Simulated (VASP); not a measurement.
Input:

```xyz
2
Lattice="1.2550 -2.1737 0.0000 1.2550 2.1737 0.0000 0.0000 0.0000 4.0700" Properties=species:S:1:pos:R:3 pbc="T T T"
Co     1.2550     0.7246     1.0175
Co     1.2550    -0.7246     3.0525
```
Starting moments (μB, in the order of the record's atoms Co Co): 1.8 1.8.

Computed with PBEsol GGA, VASP's PBE PAW potentials (set 64) (plane waves; VASP). Run with 400 eV cut-off, 15×15×8 Γ-centred mesh, first-order Methfessel-Paxton smearing of 0.10 eV, potentials Co.

Energy and stress use the plane-wave basis of the starting cell.

Problem. The ions, cell shape and volume are relaxed. Predict the relaxed structure.

Solution. 
```xyz
2
Lattice="1.2270 -2.1253 0.0000 1.2270 2.1253 0.0000 0.0000 0.0000 3.9582" Properties=species:S:1:pos:R:3 pbc="T T T"
Co     1.2270     0.7084     0.9896
Co     1.2270    -0.7084     2.9687
```
Space group P6_3/mmc (194), at a tolerance of 0.03 Å. The cell ends with 3.16 μB, on the sites 1.58 1.58 μB.

Problem. How do energy and volume change from the first to the last step?

Solution. The energy (σ→0) changes by -39.2 meV/atom and the volume by -7.0 %, in 5 ionic steps.

| step | E(σ→0) (eV) | max force (eV/Å) | pressure (GPa) | volume (Å³) |
|---|---|---|---|---|
| 1 | -15.4032 | 0.000 | -15.01 | 22.21 |
| 2 | -15.3669 | 0.000 | 24.48 | 19.03 |
| 3 | -15.4814 | 0.000 | -0.31 | 20.68 |
| 4 | -15.4814 | 0.000 | 0.02 | 20.65 |
| 5 | -15.4817 | 0.000 | 0.03 | 20.65 |

The compound is Co in the hcp structure. This run relaxes it. Symmetry was kept, so distortions that lower it aren't found.
